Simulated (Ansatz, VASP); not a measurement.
# Cross-check of Sb (Antimony) between VASP and Ansatz

One calculation is typed for both programs; each brings its own data sets. How far apart do they land? The cell is taken from a series of runs on this material, whose earlier steps may have relaxed, scaled, displaced or heated it; both programs get it as it stands.

Program: Ansatz 0.2.0. Level of theory: plane waves, with VASP 6.6.1 beside it; zone-centre phonons at PBEsol. Results are calculated unless marked as measured.

**1. The starting structure**

It takes space group R-3m (No. 166, trigonal). The conventional cell has a = 4.285 Å, b = 4.285 Å, c = 11.505 Å, α = 90.00°, β = 90.00°, γ = 120.00°. Nearest to Sb lie 3 Sb at 2.92 Å.

Structure file:

```xyz
2
Lattice="2.1427 1.2371 3.8349 -2.1427 1.2371 3.8349 0.0000 -2.4742 3.8349" Properties=species:S:1:pos:R:3 pbc="T T T"
Sb    0.0000    0.0000    2.6915
Sb    0.0000    0.0000    8.8133
```

**2. VASP: zone-centre phonons, PBEsol**

Second derivatives magnify differences that forces hide, and they need a tight electronic threshold.

Lines of VASP's logs that name or quote its potential files are left out, and so is its time.

The input, INCAR:

```
SYSTEM = Sb
PREC = Accurate
ENCUT = 500
EDIFF = 1E-08
NELM = 120
ISMEAR = 1
SIGMA = 0.2
LREAL = .FALSE.
ALGO = Normal
GGA = PS
NBANDS = 11
LORBIT = 11
LWAVE = .FALSE.
LCHARG = .FALSE.
ISIF = 2
IBRION = 8
LASPH = .TRUE.
GGA_COMPAT = .FALSE.
KPAR = 2
```

The input, POSCAR:

```
Sb
1.0
    2.1427292329      1.2371052994      3.8349237707
   -2.1427292329      1.2371052994      3.8349237707
    0.0000000000     -2.4742105988      3.8349237707
Sb
2
Direct
    0.2339444577      0.2339444592      0.2339444577
    0.7660555423      0.7660555408      0.7660555423
```

The input, KPOINTS:

```
Automatic mesh
0
Gamma
12 12 12
0 0 0
```

The projector-augmented-wave data sets are Sb (PBE family, release 64).

Started as:

```
$ mpirun -np 2 vasp_std
```

Numbers of over 12 decimals in the logs are rounded to 6 here.

What it wrote:

```text
[banner, memory and clock lines left out]
running    2 mpi-ranks, on    1 nodes
 distrk:  each k-point on    1 cores,    2 groups
 distr:  one band on    1 cores,    1 groups

 POSCAR found type information on POSCAR Sb
 POSCAR found :  1 types and       2 ions
|                                                                             |
|               ----> ADVICE to this user running VASP <----                  |
|                                                                             |
|     You enforced a specific xc type in the INCAR file but a different       |
|     [... a line on the potential file left out ...]
|     I HOPE YOU KNOW WHAT YOU ARE DOING!                                     |
|                                                                             |

 LDA part: xc-table for (Slater+PW92), standard interpolation
 POSCAR, INCAR and KPOINTS ok, starting setup
 FFT: planning ... GRIDC
 FFT: planning ... GRID_SOFT
 FFT: planning ... GRID
 WAVECAR not read
 entering main loop
       N       E                     dE             d eps       ncg     rms          rms(c)
DAV:   1     0.343050982229E+02    0.34305E+02   -0.34984E+03  4158   0.688E+02
DAV:   2    -0.713488070757E+01   -0.41440E+02   -0.39936E+02  5473   0.112E+02
DAV:   3    -0.910190328403E+01   -0.19670E+01   -0.19372E+01  5162   0.272E+01
DAV:   4    -0.912081917095E+01   -0.18916E-01   -0.18901E-01  4713   0.302E+00
DAV:   5    -0.912102717297E+01   -0.20800E-03   -0.20800E-03  4820   0.371E-01    0.285E+00
DAV:   6    -0.911074281619E+01    0.10284E-01   -0.24177E-03  4725   0.300E-01    0.171E+00
DAV:   7    -0.910439712980E+01    0.63457E-02   -0.60472E-03  4566   0.465E-01    0.555E-02
DAV:   8    -0.910443770161E+01   -0.40572E-04   -0.12988E-04  4710   0.825E-02    0.170E-02
DAV:   9    -0.910444637045E+01   -0.86688E-05   -0.14644E-05  4677   0.240E-02    0.547E-03
DAV:  10    -0.910444588624E+01    0.48422E-06   -0.13950E-06  4734   0.685E-03    0.118E-03
DAV:  11    -0.910444603531E+01   -0.14908E-06   -0.18022E-07  4761   0.251E-03    0.466E-04
DAV:  12    -0.910444605596E+01   -0.20645E-07   -0.16953E-08  3937   0.752E-04    0.132E-04
DAV:  13    -0.910444607107E+01   -0.15108E-07   -0.16813E-09  2424   0.288E-04    0.601E-05
DAV:  14    -0.910444607298E+01   -0.19084E-08   -0.18745E-10  2319   0.107E-04
   1 F= -.91044461E+01 E0= -.91049544E+01  d E =0.152496E-02
 Linear response reoptimize wavefunctions to high precision
DAV:   1    -0.910444607206E+01    0.91279E-09   -0.24017E-11  2520   0.440E-05
DAV:   2    -0.910444607206E+01    0.30695E-11   -0.53240E-12  2268   0.190E-05
 Linear response DOF=           2
 Linear response progress:
  Degree of freedom:   1/  2
       N       E                     dE             d eps       ncg     rms          rms(c)
RMM:   1    -0.248899499023E-01   -0.24890E-01    0.24345E-02 38561   0.117E+00
RMM:   2    -0.245992951715E-01    0.29065E-03   -0.15692E-03 30101   0.236E-01    0.450E-02
RMM:   3    -0.245808271845E-01    0.18468E-04   -0.35218E-05 31839   0.385E-02    0.267E-02
RMM:   4    -0.245970305423E-01   -0.16203E-04   -0.13553E-05 32100   0.191E-02    0.229E-03
RMM:   5    -0.246042866516E-01   -0.72561E-05   -0.70537E-07 32894   0.346E-03    0.899E-04
RMM:   6    -0.246062924246E-01   -0.20058E-05   -0.17852E-07 32725   0.908E-04    0.284E-04
RMM:   7    -0.246055111991E-01    0.78123E-06    0.19935E-07 33337   0.235E-04    0.597E-05
RMM:   8    -0.246053905351E-01    0.12066E-06   -0.44008E-10 34100   0.676E-05    0.120E-05
RMM:   9    -0.246053609180E-01    0.29617E-07    0.61899E-09 33747   0.223E-05    0.139E-06
RMM:  10    -0.246053608028E-01    0.11513E-09   -0.46705E-09 33486   0.109E-05    0.667E-07
 first order change of Fermi-energy  -0.19118E-04
 force on displaced ion       1 direction 1 :  -2.962  -0.001   0.000
 Linear response progress:
  Degree of freedom:   2/  2
       N       E                     dE             d eps       ncg     rms          rms(c)
RMM:   1    -0.264144076042E-01   -0.26414E-01    0.21007E-02  8083   0.118E+00
RMM:   2    -0.253948876546E-01    0.10195E-02   -0.15415E-03  6489   0.241E-01    0.483E-02
RMM:   3    -0.252845035677E-01    0.11038E-03   -0.45548E-05  6900   0.433E-02    0.295E-02
RMM:   4    -0.252059000636E-01    0.78604E-04   -0.30846E-05  6735   0.266E-02    0.794E-03
RMM:   5    -0.252167558316E-01   -0.10856E-04   -0.81953E-07  6986   0.541E-03    0.273E-03
RMM:   6    -0.252189538289E-01   -0.21980E-05   -0.44770E-08  7027   0.109E-03    0.787E-04
RMM:   7    -0.252177778794E-01    0.11759E-05    0.33669E-09  7098   0.359E-04    0.225E-04
RMM:   8    -0.252177993883E-01   -0.21509E-07    0.12878E-09  7210   0.702E-05    0.310E-05
RMM:   9    -0.252178143423E-01   -0.14954E-07   -0.28309E-10  7288   0.277E-05    0.123E-05
RMM:  10    -0.252178066750E-01    0.76672E-08    0.16849E-09  7307   0.139E-05    0.451E-06
 first order change of Fermi-energy  -0.10524E+01
 force on displaced ion       1 direction 3 :   0.000  -0.000  -4.739
 Linear response finished
```

Parts of OUTCAR (step 2):

```text
ion  position               nearest neighbor table
   1  0.234  0.234  0.234-   2 2.92   2 2.92   2 2.92   2 3.37   2 3.37   2 3.37
   2  0.766  0.766  0.766-   1 2.92   1 2.92   1 2.92   1 3.37   1 3.37   1 3.37

  LATTYP: Found a trigonal (rhomboedric) cell.
 ALAT       =     4.5638096383
 COS(alpha) =     0.5591310199

 Subroutine GETGRP returns: Found 12 space group operations
 (whereof 12 operations were pure point group operations)

The static configuration has the point symmetry D_3d.

 Found    189 irreducible k-points:

   k-points           NKPTS =    189   k-points in BZ     NKDIM =    189   number of bands    NBANDS=     11

   dimension x,y,z NGX =    36 NGY =   36 NGZ =   36
   dimension x,y,z NGXF=    72 NGYF=   72 NGZF=   72

   ENCUT  =  500.0 eV  36.75 Ry    6.06 a.u.   8.32  8.32  8.32*2*pi/ulx,y,z

   NELECT =      10.0000    total number of electrons

 k-points in reciprocal lattice and weights: Automatic mesh
   0.00000000  0.00000000  0.00000000       0.001
   0.08333333 -0.00000000 -0.00000000       0.003
   0.16666667  0.00000000 -0.00000000       0.003
   0.25000000 -0.00000000  0.00000000       0.003
   0.33333333 -0.00000000 -0.00000000       0.003
   0.41666667 -0.00000000  0.00000000       0.003
   0.50000000 -0.00000000  0.00000000       0.002
   0.08333333  0.08333333 -0.00000000       0.003
   0.16666667  0.08333333  0.00000000       0.007
[...]
-0.41666667  0.50000000  0.41666667       0.003
   0.50000000  0.50000000  0.50000000       0.001

 average (electrostatic) potential at core
       1 -85.7898       2 -85.7898

  Total        0.0723717      0.0723717     -0.4769064      0.0000000     -0.0000000      0.0000000
  in kB        1.9010682      1.9010682    -12.5274252      0.0000000     -0.0000000      0.0000000
  external PRESSURE =      -2.9084296 kB  Pullay stress =       0.0000000 kB

  energy-cutoff  :      500.00
  volume of cell :       60.99
      direct lattice vectors                 reciprocal lattice vectors
     2.142729233  1.237105299  3.834923771     0.233347262  0.134723105  0.086920459
    -2.142729233  1.237105299  3.834923771    -0.233347262  0.134723105  0.086920459
     0.000000000 -2.474210599  3.834923771     0.000000000 -0.269446209  0.086920459

 POSITION                                       TOTAL-FORCE (eV/Angst)
 -----------------------------------------------------------------------------------
     -0.00000      0.00000      2.69148         0.000000      0.000000      0.053944
      0.00000     -0.00000      8.81329         0.000000     -0.000000     -0.053944
 -----------------------------------------------------------------------------------
    total drift:                               -0.000000     -0.000000      0.000000

 Eigenvectors and eigenvalues of the dynamical matrix
 ----------------------------------------------------

   1 f  =    4.361707 THz    27.405413 2PiTHz  145.490884 cm-1    18.038562 meV
             X         Y         Z           dx          dy          dz
     -0.000000  0.000000  2.691477    -0.000000   -0.000000    0.707107
      0.000000 -0.000000  8.813294     0.000000   -0.000000   -0.707107

   2 f  =    3.448033 THz    21.664628 2PiTHz  115.013989 cm-1    14.259911 meV
             X         Y         Z           dx          dy          dz
     -0.000000  0.000000  2.691477     0.707107    0.000003   -0.000000
      0.000000 -0.000000  8.813294    -0.707107   -0.000003   -0.000000

   3 f  =    3.448033 THz    21.664628 2PiTHz  115.013989 cm-1    14.259911 meV
             X         Y         Z           dx          dy          dz
     -0.000000  0.000000  2.691477    -0.000003    0.707107   -0.000000
      0.000000 -0.000000  8.813294     0.000003   -0.707107    0.000000

   4 f  =    0.000000 THz     0.000000 2PiTHz    0.000002 cm-1     0.000000 meV
             X         Y         Z           dx          dy          dz
     -0.000000  0.000000  2.691477    -0.293780   -0.603998    0.221088
      0.000000 -0.000000  8.813294    -0.293780   -0.603998    0.221088

   5 f  =    0.000000 THz     0.000000 2PiTHz    0.000001 cm-1     0.000000 meV
             X         Y         Z           dx          dy          dz
     -0.000000  0.000000  2.691477     0.627664   -0.216135    0.243565
      0.000000 -0.000000  8.813294     0.627664   -0.216135    0.243565

   6 f/i=    0.000000 THz     0.000000 2PiTHz    0.000001 cm-1     0.000000 meV
             X         Y         Z           dx          dy          dz
     -0.000000  0.000000  2.691477    -0.140471    0.297442    0.625936
      0.000000 -0.000000  8.813294    -0.140471    0.297442    0.625936

 ELASTIC MODULI CONTR FROM IONIC RELAXATION (kBar)
 Direction    XX          YY          ZZ          XY          YZ          ZX
 --------------------------------------------------------------------------------
 XX        -185.0265   -116.6814   -189.1767     -0.0000     86.6284      0.0000
 YY        -116.6814   -185.0265   -189.1767      0.0000    -86.6284     -0.0000
 ZZ        -189.1767   -189.1767   -237.2349      0.0000     -0.0000     -0.0000
 XY          -0.0000      0.0000      0.0000    -34.1725      0.0000     83.6151
 YZ          86.6284    -86.6284     -0.0000      0.0000   -219.6053     -0.0000
 ZX           0.0000     -0.0000     -0.0000     83.6151     -0.0000   -204.5937
 --------------------------------------------------------------------------------
```

**3. Ansatz: zone-centre phonons, PBEsol**

Ansatz runs on its PAW soft_1 files.

The same cell, functional, mesh and smearing now go to Ansatz, which takes its cutoff from its data sets.

The input, input.yaml:

```yaml
crystal:
  lattice:
    - [2.1427292329, 1.2371052994, 3.8349237707]
    - [-2.1427292329, 1.2371052994, 3.8349237707]
    - [0.0, -2.4742105988, 3.8349237707]
  atoms:
    - { symbol: Sb, position: [0.2339444577, 0.2339444592, 0.2339444577] }
    - { symbol: Sb, position: [0.7660555423, 0.7660555408, 0.7660555423] }
kpoints:
  mp_grid: { grid: [12, 12, 12] }
hamiltonian:
  xc: pbesol
  pseudopotentials: { kind: paw, azcp: { folder: soft_1 }, xc_functional: pbe }
scf:
  occupations: { method: methfessel_paxton, width: 0.2 }
output:
  eigenvalues: true
phonons:
  method: dfpt
```

Started as:

```
$ ansatz run input.yaml --threads 4 --pin off --max-ram 10240MiB --backend cpu --events-out ev --progress --plain --runs-dir out
```

What it wrote:

```text
Engine: ansatz 0.2.0, x86_64-unknown-linux-gnu
Pseudopotentials: kind: paw
Pseudopotential: Sb, paw, valence charge 15, recommended cutoff 420 eV (normal), soft_1/Sb.paw.azcp
Functional definition: PBEsol
  exchange = pbesol_x
  correlation = pbesol_c
Crystal: 2 atoms, lattice volume = 60.993 Å³
Basis set: ecut = 420 eV, 1195 PW (Γ), exchange–correlation on 64×64×64 points (8 copies of the dense FFT grid, shifted against one another)
Bands: 19, of which v1, the nominal top of the filled ones, is band 15 counted from 1 (14 counted from 0)
Symmetry: 12 space group operations
k-points: 476 of 1728 (irreducible under 2 space group operations, time reversal used)
Non-local potential: Sb, projectors of the file, l = 0: 2, l = 1: 2, l = 2: 2, l = 3: 1
PAW form: soft (Blöchl's): semilocal exchange-correlation on the pseudo side does not see the compensation charge
PAW frozen core: Sb, regenerated for the run's functional, and the local potential with it (the file was generated under x = pbe(κ = 0.804, μ = 0.219515), c = pbe(β = 0.066725))
PAW one-centre angular grid: Sb, 590 points (default); XC on 64 Gauss nodes
Initial density: superposition of atomic densities (chi_scale 0.1, normalization cell)
Initial wavefunctions: pseudopotential atomic-orbital guess
Functional: x = pbesol(κ = 0.804, μ = 0.123457), c = pbesol(β = 0.046)
SCF iter   1: F=—  HF=-12816.328777 eV  |F-HF|=—  |Δ(HF+E_count)|=         —  Δρ=1.50e-2  dr2=1.04e-1  ethr=3.10e-3  ⟨swp⟩=5.9  Hψ=47163  notcnv=0
preconditioner: auto → Kerker (q_TF=auto, 2.424 Å⁻¹)  [metal: Δε(μ)=0.105 eV  Ē_g=8.614 eV  σ=0.200 eV  W_gap=0.39  n_scr=14 (ndim 8)  ℏωp=15.0 eV  f_vac=0.000  D(μ)=0.22/eV (n_scr^D=0)]
SCF iter   2: F=—  HF=-12816.320360 eV  |F-HF|=—  |Δ(HF+E_count)|=   8.42e-3  S|Δr|=    0.00e0  Δρ=9.68e-3  dr2=4.58e-2  ethr=3.46e-4  ⟨swp⟩=1.0  Hψ=12852  notcnv=0
SCF iter   3: F=—  HF=-12816.315639 eV  |F-HF|=—  |Δ(HF+E_count)|=   4.72e-3  S|Δr|=    0.00e0  Δρ=1.25e-3  dr2=1.32e-3  ethr=1.53e-4  ⟨swp⟩=2.0  Hψ=16125  notcnv=0
SCF iter   4: F=—  HF=-12816.315708 eV  |F-HF|=—  |Δ(HF+E_count)|=   6.94e-5  S|Δr|=    0.00e0  Δρ=7.81e-4  dr2=2.94e-4  ethr=4.39e-6  ⟨swp⟩=2.0  Hψ=16195  notcnv=0
SCF iter   5: F=—  HF=-12816.315487 eV  |F-HF|=—  |Δ(HF+E_count)|=   2.21e-4  S|Δr|=    0.00e0  Δρ=2.74e-4  dr2=6.66e-5  ethr=9.78e-7  ⟨swp⟩=2.0  Hψ=16170  notcnv=0
SCF iter   6: F=—  HF=-12816.315510 eV  |F-HF|=—  |Δ(HF+E_count)|=   2.32e-5  S|Δr|=    0.00e0  Δρ=6.58e-5  dr2=2.58e-6  ethr=2.22e-7  ⟨swp⟩=3.0  Hψ=16731  notcnv=0
SCF iter   7: F=—  HF=-12816.315509 eV  |F-HF|=—  |Δ(HF+E_count)|=   1.54e-6  S|Δr|=    0.00e0  Δρ=1.06e-5  dr2=5.33e-8  ethr=8.60e-9  ⟨swp⟩=2.0  Hψ=16193  notcnv=0
SCF iter   8: F=—  HF=-12816.315509 eV  |F-HF|=—  |Δ(HF+E_count)|=   1.37e-8  S|Δr|=    0.00e0  Δρ=2.32e-6  dr2=5.71e-9  ethr=1.78e-10  ⟨swp⟩=2.0  Hψ=11066  notcnv=0
SCF iter   9: F=—  HF=-12816.315509 eV  |F-HF|=—  |Δ(HF+E_count)|=   1.11e-9  S|Δr|=    0.00e0  Δρ=1.03e-6  dr2=1.11e-9  ethr=1.90e-11  ⟨swp⟩=3.0  Hψ=16603  notcnv=0
SCF iter  10: F=—  HF=-12816.315509 eV  |F-HF|=—  |Δ(HF+E_count)|=  2.36e-11  S|Δr|=    0.00e0  Δρ=4.82e-7  dr2=1.42e-10  ethr=3.69e-12  ⟨swp⟩=3.0  Hψ=16247  notcnv=0
SCF iter  11: F=—  HF=-12816.315509 eV  |F-HF|=—  |Δ(HF+E_count)|=  1.27e-11  S|Δr|=    0.00e0  Δρ=1.18e-7  dr2=1.65e-11  ethr=1.00e-12  ⟨swp⟩=2.0  Hψ=16164  notcnv=0
SCF iter  12: F=-12816.315509 eV  HF=-12816.315509 eV  |F-HF|=0.00e0  |Δ(HF+E_count)|=  3.64e-12  S|Δr|=    0.00e0  Δρ=3.61e-8  dr2=1.56e-12  ethr=1.00e-12  ⟨swp⟩=5.4  Hψ=35201  notcnv=0
SCF 1 converged in 12 iterations: F = -12816.315509 eV  dr2 = 1.56e-12
  greatest PAW one-centre occupation: 0.996 electrons in one spin orbital (limit 2), on the Sb atom at site 1 (counted from 0), in its partial waves of l = 2
DFPT response loops at Γ: preconditioner auto → Kerker (q_TF=auto, 2.424 Å⁻¹) (partly filled bands, converged f_vac=0.002); β = 1.00, the filter's whole step (`scf.mixing.beta` (0.50) is not read by the response loops under this deck's `scf.mixing.preconditioner`; to damp them name `kerker` or `kerker_dos`, under which they read `scf.mixing.beta`, and type it under 1.00, their step now; both keys bind the ground state too); Broyden in place of MSR1
SCF converged after 12 iterations
Stability not checked: this state was not tested for a lower state beside it, because cold or Methfessel-Paxton smearing, or corrected tetrahedra, fill the levels in a way that the test cannot read (fill_not_monotonic; see scf.lower_state_search)
Free energy (F): -12816.315509 eV
Harris-Foulkes:  -12816.315509 eV  (|F-HF|=0.00e0)
Internal energy: -12816.316979 eV  (E = F + TS)
E sigma→0 (E₀):  -12816.315876 eV
Entropy (-TS):   0.001470 eV (0.735 meV/atom)
Fermi energy:    10.004093 eV
Step filling:    the computed levels leave a gap of 0.0210 eV = 0.1 smearing widths at the electron count; against every level under it full and every level over it empty, smearing changes F+E_penalty+E_count by +0.343 meV and its σ→0 estimate by -0.025 meV
--- Per-component energies (eV) ---
  E_band       = -338.559870
  E_kinetic    = 325.816955
  E_local      = -3184.797724  (includes V_loc(G=0)·N_el)
  E_nonlocal   = 782.455516
  E_hartree    = 1316.662708
  E_xc         = -196.518348
  E_vxc        = -181.679958  (∫ρ·V_xc dr)
  E_paw        = -8934.915012  (= ΣΔE_a)
  E_vpaw       = -713.680327  (= ΣTr[D̂ρ^β])
  E_aug_tail   = 0.000265  (compensation charges beyond the density's cutoff)
  E_ewald      = -2925.685050
  E_core_change = 0.663710  (= ΣΔE_core)
  E_smearing   = 0.001470  (= −TS)
  E_closure    = -0.000000  (closes the sum)
  Σ components = -12816.315509   (vs F -12816.315509, Δ=0.00e0)
--- Band table (eV; the first three rows and the last of 476) ---
  k-point 0: bands = [... 11 lower, 5.0686, 7.7761, 8.3537, 8.3537, 12.1128, 12.6828, 12.6828, 15.1888]
  k-point 1: bands = [... 11 lower, 4.7562, 7.8314, 8.3294, 8.4080, 12.1107, 12.4486, 12.4982, 14.7973]
  k-point 2: bands = [... 11 lower, 3.9923, 7.8756, 8.2707, 8.5989, 11.8217, 11.9535, 12.0248, 14.5954]
  k-point 475: bands = [... 11 lower, 0.9801, 8.8431, 8.8431, 9.6888, 10.2578, 10.2578, 11.1882, 16.8498]
--- Phonons (Γ-DFPT): 2 representative perturbations + reference, on 476 of 1728 k-points (Σ response iterations 6) ---
  k mesh reduced under 2 symmetry operations, with k and −k counted as one. Each operation leaves every solved perturbation unchanged. A smaller set is not used because it would not reduce the number of displacements times k-points to solve
  ASR residual: 3.042e-5 → 0.000e0 eV/Å²; symmetrization residual: 5.296e-5 eV/Å²
  ASR residual per site (eV/Å²): 3.04e-5 3.04e-5
  Γ frequencies (cm⁻¹): 0.00 0.00 0.00 112.52 112.52 142.85
  non-analytic LO–TO correction: not included (Born effective charges unavailable; polar crystals: no LO–TO splitting at Γ)
```

**4. Comparison**

Known differences besides the potentials themselves: the data sets hold 30 valence electrons in Ansatz (on its PAW soft_1 files) and 10 in VASP; the cutoff is 420 eV in Ansatz and 500 eV in VASP; Ansatz makes its cores anew for this functional, VASP keeps those of its PBE data sets. Total energies have different zeros and are not compared.

Compared:

```csv
quantity,Ansatz,VASP,difference
optical mode 1 to 2 (cm⁻¹),112.5,115.0,-2.17 %
optical mode 3 (cm⁻¹),142.8,145.5,-1.82 %
```

Modes are paired by rising frequency, not by their patterns, so a pair may set unlike modes beside each other; they are those without the splitting of longitudinal modes.

**5. Summary of results**

```
r.m.s. difference of the optical zone-centre modes, each program's sorted by frequency (zone-centre phonons, PBEsol) : 2.5 cm⁻¹
difference in optical mode 1 to 2 (zone-centre phonons, PBEsol)                                                      : -2.2 %
```

The r.m.s. difference of the optical zone-centre modes, each program's sorted by frequency is 2.5 cm⁻¹ (zone-centre phonons, PBEsol). The data sets hold unlike numbers of valence electrons (30 in Ansatz and 10 in VASP), so part of the differences comes from the potentials. Among the rows given in per cent, the largest difference of the zone-centre phonons, PBEsol pair is in optical mode 1 to 2, -2.2 %. Such differences can come from data sets, numerical settings and the points named under the comparisons, not from the functional's error against experiment.

[Lines on the potential files, build, host, timing and source positions are cut from VASP's logs without a mark.]

[Logs are printed without paths, hosts, clocks, repeated set-up lines and the standing remarks that a program may print on its own settings, such as how far it seeks lower states.]

[Hosts, paths, dates, database ids (printed as entryN), source tags and the programs' standing remarks are cut or masked in the printed files.]
